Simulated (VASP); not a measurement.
```xyz
2
Lattice="3.0006 0.0000 0.0000 0.0000 3.0006 0.0000 0.0000 0.0000 3.0006" Properties=species:S:1:pos:R:3 pbc="T T T"
W      0.0000     0.0000     0.0000
P      1.5003     1.5003     1.5003
```

Method: r2SCAN meta-GGA, VASP's PBE PAW potentials (set 64) (plane waves; VASP). Settings: 400 eV cut-off, 14×14×14 Γ-centred mesh, tetrahedra with Blöchl corrections, potentials W_sv P.

Unless said otherwise, spin-orbit coupling is left out, though it shifts the bands of the heavy elements here.

**Question.** What does the run give for the energy per atom (σ→0), band gap (over mesh and band path) with the smallest direct gap where there is one?

**Answer.** 
```
Quantity                                                              Result
----------------------------------  ----------------------------------------
band gap (over mesh and band path)  none (metal, semimetal or under 0.01 eV)
energy per atom (σ→0)                                        -30.193 eV/atom
```

Total energies compare only between runs with the same potentials, cut-off and functional.

The structure was generated: WP was put into the CsCl type type (Pm-3m), which need not be its known phase. It was relaxed first, which changed the volume by -37 %. The electron count is odd and the run is not spin-polarised, which forces a metal.
